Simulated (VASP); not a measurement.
These are r2SCAN meta-GGA, VASP's PBE PAW potentials (set 64) (plane waves; VASP) values and carry that method's errors.

The input files of a VASP run:

File KPOINTS:
```
Automatic mesh
0
G
  17 17 17
0 0 0
```

### KPOINTS_OPT
```
k-points along high-symmetry lines
10
Line-mode
Reciprocal
  0.000000   0.000000   0.000000 ! GAMMA
  0.500000   0.000000   0.500000 ! X

  0.500000   0.000000   0.500000 ! X
  0.625000   0.250000   0.625000 ! U

  0.375000   0.375000   0.750000 ! K
  0.000000   0.000000   0.000000 ! GAMMA

  0.000000   0.000000   0.000000 ! GAMMA
  0.500000   0.500000   0.500000 ! L

  0.500000   0.500000   0.500000 ! L
  0.500000   0.250000   0.750000 ! W

  0.500000   0.250000   0.750000 ! W
  0.500000   0.000000   0.500000 ! X
```

File POSCAR:
```
Ta
2.1046750
  0.0000000000   0.9999999893   0.9999999893
  0.9999999893   0.0000000000   0.9999999893
  0.9999999893   0.9999999893   0.0000000000
Ta
1
Cartesian
  0.0000000000   0.0000000000   0.0000000000
```

**INCAR**
```
ALGO=Normal
EDIFF=1E-7
ENCUT=400
ISIF=2
ISMEAR=-5
LASPH=.True.
LCHARG=.False.
LMAXMIX=6
LMIXTAU=.True.
LORBIT=11
LREAL=.False.
LWAVE=.False.
METAGGA=R2SCAN
NEDOS=601
NELM=100
PREC=Accurate
SYSTEM=Ta
```

POTCAR, in this order: Ta_pv (PBE.64 set). Program: vasp_std.

### Question
What will the output report for the number of irreducible k-points (NKPTS), number of bands (NBANDS), largest plane-wave count, number of space-group operations, FFT grid (NGX, NGY, NGZ)?

### Answer

```
Item                                           Value
--------------------------------------  ------------
number of irreducible k-points (NKPTS)           165
number of bands (NBANDS)                           9
largest plane-wave count                         347
number of space-group operations                  48
FFT grid (NGX, NGY, NGZ)                20 × 20 × 20
```

The structure comes from a computed database's Ta entry (Fm-3m); how it stands against other phases isn't given here. It was relaxed first.
